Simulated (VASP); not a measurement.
Input:

```xyz
3
Lattice="0.0000 3.0318 3.0318 3.0318 0.0000 3.0318 3.0318 3.0318 0.0000" Properties=species:S:1:pos:R:3 pbc="T T T"
Al     1.5159     1.5159     1.5159
Al     4.5476     4.5476     4.5476
Au     0.0000     0.0000     0.0000
```

These are PW91 GGA, VASP's PBE PAW potentials (set 64) (plane waves; VASP 6.6.1) values and carry that method's errors. Run with 520 eV cut-off, 10×10×10 Γ-centred mesh, tetrahedra with Blöchl corrections, potentials Al Au.

Unless said otherwise, spin-orbit coupling is left out, though it shifts the bands of the heavy elements here.

### Question
Tabulate the total density of states (states/eV per cell) against energy (eV; zero at the valence-band maximum or, without a gap, the Fermi level).

### Answer

```tsv
E (eV)	DOS (states/eV)
-9.93	0.21
-9.60	0.31
-9.27	0.40
-8.94	0.50
-8.50	0.71
-8.17	0.99
-7.84	0.90
-7.51	0.87
-7.18	1.28
-6.85	5.45
-6.52	0.99
-6.19	12.4
-5.75	3.41
-5.42	12.4
-5.09	0.29
-4.76	0.74
-4.43	1.38
-4.10	1.13
-3.77	0.55
-3.44	0.77
-3.00	0.91
-2.67	0.88
-2.34	0.88
-2.01	0.95
-1.68	1.39
-1.35	1.24
-1.02	1.20
-0.69	1.12
-0.25	1.08
0.09	0.96
0.41	0.74
0.74	0.50
1.07	0.38
1.41	0.53
1.74	0.72
2.06	0.97
2.51	1.79
2.84	2.13
3.17	0.73
3.50	0.55
```
Within 2 eV below the Fermi level the largest weight inside VASP's projection spheres is Au p, then Al p.

The compound is AuAl2 in the fluorite structure. It was relaxed first. The electron count is odd and the run is not spin-polarised, which forces a metal.
